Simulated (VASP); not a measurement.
An input for Ansatz (written as the equivalent of a VASP run, and not itself run):

Ansatz 0.2 input:
```yaml
crystal:
  lattice:
    - [5.9395716, 0.0000000, 0.0000000]
    - [0.0000000, 5.9395716, 0.0000000]
    - [0.0000000, 0.0000000, 5.9395716]
  atoms:
    - { symbol: Cs, position: [0.0000000, 0.0000000, 0.0000000] }
    - { symbol: Pb, position: [0.5000000, 0.5000000, 0.5000000] }
    - { symbol: Br, position: [0.5000000, 0.0000000, 0.5000000] }
    - { symbol: Br, position: [0.0000000, 0.5000000, 0.5000000] }
    - { symbol: Br, position: [0.5000000, 0.5000000, 0.0000000] }
kpoints:
  mp_grid: { grid: [4, 4, 4] }
hamiltonian:
  xc: r2scan
  pseudopotentials: { kind: paw }
scf:
  occupations: { method: gaussian, width: 0.05 }
  max_iter: 100
relax:
  max_steps: 30
  f_tol: 0.001
output: { forces: true, stress: true, eigenvalues: true }
```

Task: Translate this input to VASP (INCAR, KPOINTS, POSCAR, choice of POTCAR).

Result: This is not unique; one that fits is 
### POSCAR
```
CsPbBr3
1.0
  5.9395715824   0.0000000000   0.0000000000
  0.0000000000   5.9395715824   0.0000000000
  0.0000000000   0.0000000000   5.9395715824
Cs Pb Br
1 1 3
direct
  0.0000000000   0.0000000000   0.0000000000
  0.5000000000   0.5000000000   0.5000000000
  0.5000000000   0.0000000000   0.5000000000
  0.0000000000   0.5000000000   0.5000000000
  0.5000000000   0.5000000000   0.0000000000
```

**INCAR**
```
EDIFF  =  1E-8   # SCF stop (eV)
ISIF  =  2
LREAL  =  .FALSE.   # projection in real space or not
PREC  =  Accurate
IBRION  =  1
NSW  =  30   # most ionic steps
ISMEAR  =  0   # Gaussian
ENCUT  =  400
METAGGA  =  R2SCAN
SYSTEM  =  CsPbBr3
LMIXTAU  =  .TRUE.
LMAXMIX  =  4   # l cut-off of mixed one-centre charges
SIGMA  =  0.05
LASPH  =  .TRUE.   # aspherical one-centre terms
EDIFFG  =  -0.001   # ionic stop
ALGO  =  Normal   # blocked Davidson
NELM  =  100
LCHARG  =  .FALSE.
LWAVE  =  .FALSE.
```

### KPOINTS
```
K-points
0
Gamma
 4 4 4
```

POTCAR, in this order: Cs_sv Pb_d Br (PBE.64 set). Program: vasp_std.

Limits of the translation: each code has its own PAW files, so the cut-off isn't converted (ENCUT is set for VASP's; basis.ecutwfc is left out, and Ansatz then takes the one that its files recommend); Ansatz stops its SCF on the density residual and VASP on the energy change (EDIFF).

The compound is CsPbBr3 in the cubic perovskite structure, the ideal cubic form; the compound distorts at low or room temperature. It was relaxed first. The start is the result of an earlier pass.
